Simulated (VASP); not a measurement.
VASP ran on this input.

File KPOINTS:
```
Automatic mesh
0
Gamma
9 9 9
0 0 0
```

**INCAR**
```
! general
SYSTEM  =YN
PREC    =Accurate
ENCUT   =520   ! plane-wave cut-off (eV)
LREAL   =F   ! projection in real space or not
LASPH   =T

! electronic loop
EDIFF   =1E-7   ! SCF stop (eV)
NELM    =100
ALGO    =Normal
LMAXMIX =4   ! l cut-off of mixed one-centre charges

! smearing
ISMEAR  =0
SIGMA   =0.05   ! width (eV)

! functional
GGA     =MK
LUSE_VDW=T
AGGAC   =0.0
PARAM1  =0.1234568
PARAM2  =0.7114
ZAB_VDW =-1.8867

! ions
ISIF    =2   ! forces and stress, cell fixed

! output
LWAVE   =F
LCHARG  =F
```

**POSCAR**
```
YN
1.0
  0.0000000000   2.4647641766   2.4647641766
  2.4647641766   0.0000000000   2.4647641766
  2.4647641766   2.4647641766   0.0000000000
Y N
1 1
Cart
  0.0000000000   0.0000000000   0.0000000000
  2.4647641766   2.4647641766   2.4647641766
```

POTCAR, in this order: Y_sv N (PBE.64 set). Program: vasp_std.

**Question.** Translate this rev-vdW-DF2 calculation to Quantum ESPRESSO's pw.x.

**Answer.** One equivalent input (not run):
```
&CONTROL
  calculation = 'scf'
  pseudo_dir = './pseudo'
  outdir = './out'
  tprnfor = .true.
  tstress = .true.
/
&SYSTEM
  ibrav = 0
  nat = 2
  ntyp = 2
  ecutwfc = 84
  occupations = 'smearing'
  smearing = 'gaussian'
  degauss = 0.003675
  input_dft = 'vdw-df2-b86r'
/
&ELECTRONS
  conv_thr = 7.3e-09
  electron_maxstep = 100
/
ATOMIC_SPECIES
  Y 88.906 Y.upf
  N 14.007 N.upf
CELL_PARAMETERS angstrom
     0.0000000    2.4647642    2.4647642
     2.4647642    0.0000000    2.4647642
     2.4647642    2.4647642    0.0000000
ATOMIC_POSITIONS crystal
  Y    0.0000000  0.0000000  0.0000000
  N    0.5000000  0.5000000  0.5000000
K_POINTS automatic
  9 9 9 0 0 0
```
The two are equivalent in intent, not identical: the potentials are each code's own (VASP's PAW set, PseudoDojo norm-conserving files in pw.x), so ENCUT and ecutwfc are chosen apart and not converted; conv_thr bounds pw.x's estimated SCF error, while EDIFF bounds the energy change between steps.

The compound is YN in the rock salt structure. This cell is one point of a volume scan, at 1.03 of the reference volume.
